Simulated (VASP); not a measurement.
Input:

```
CsCl
1.0
    4.20901     0.00000     0.00000
    0.00000     4.20901     0.00000
    0.00000     0.00000     4.20901
Cs Cl
1 1
Direct
  0.00000   0.00000   0.00000
  0.50000   0.50000   0.50000
```

Method: PBE GGA, VASP's PBE PAW potentials (set 64) (plane waves; VASP 6.6.1). Run with 500 eV cut-off, 6×6×6 Γ-centred mesh, Gaussian smearing of 0.050 eV, potentials Cs_sv Cl.

Energy and stress use the plane-wave basis of the starting cell.

Problem. The ions, cell shape and volume at an external pressure of 5.0 GPa are relaxed. Which structure does the run end with?

Solution. 
```
CsCl
1.0
    3.93397     0.00000     0.00000
    0.00000     3.93397     0.00000
    0.00000     0.00000     3.93397
Cs Cl
1 1
Direct
  0.00000   0.00000   0.00000
  0.50000   0.50000   0.50000
```
Space group Pm-3m (221), at a tolerance of 0.03 Å.

Problem. How do energy and volume change from the first to the last step?

Solution. The energy (σ→0) changes by +85.1 meV/atom and the volume by -18.4 %, in 3 ionic steps.

The compound is CsCl in the CsCl type structure. This run relaxes it under an external pressure of 5 GPa. Symmetry was kept, so distortions that lower it aren't found.
